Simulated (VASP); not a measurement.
Wanted: the native input for a VASP 6.6.1 run.

| Property | Result |
| --- | --- |
| Task | single point |
| Functional | LDA |
| Potentials or basis | VASP PAW LDA potentials, release 64 (La, Pb_d) |
| Cutoff | 520 eV |
| k mesh | 2 × 2 × 2 |
| Occupations | gaussian, width 0.05 eV |
| Spin | no spin polarisation |
| Dipole correction | no |
| Further INCAR settings | ALGO = Normal; EDIFF = 1e-07; NBANDS = 34 |

The structure of LaPb3 lies in POSCAR:

```
LaPb3
1.0
    4.8930000000      0.0000000000      0.0000000000
    0.0000000000      4.8930000000      0.0000000000
    0.0000000000      0.0000000000      4.8930000000
La Pb
1 3
Direct
    0.0000000000      0.0000000000      0.0000000000
    0.0000000000      0.5000000000      0.5000000000
    0.5000000000      0.0000000000      0.5000000000
    0.5000000000      0.5000000000      0.0000000000
```

The input as run:

INCAR

```
SYSTEM = LaPb3
PREC = Accurate
ENCUT = 520
EDIFF = 1E-7
ISMEAR = 0
SIGMA = 0.05
LREAL = .FALSE.
LASPH = .TRUE.
NELM = 100
ALGO = Normal
ISIF = 2
LWAVE = .FALSE.
LCHARG = .FALSE.
GGA = CA
NBANDS = 34
```

KPOINTS

```
Automatic mesh
0
G
  2 2 2
  0 0 0
```

Potentials or basis: VASP PAW LDA potentials, release 64 (La, Pb_d).

Run with:

```sh
$ cat potpaw_LDA.64/La/POTCAR potpaw_LDA.64/Pb_d/POTCAR > POTCAR
$ mpirun -np 1 vasp_std > vasp.out
```

Results of the run:

```
Pressure               : 0.3 GPa
Band gap on the k mesh : none (metal or under the smearing width)
```

Caveat: the k mesh is coarse (spacing up to 0.64 Å⁻¹), so the values aren't converged.

Run time: 8.2 s on 1 thread of Intel(R) Xeon(R) 6975P-C (Granite Rapids), on a shared host, peak memory 0.18 GiB.
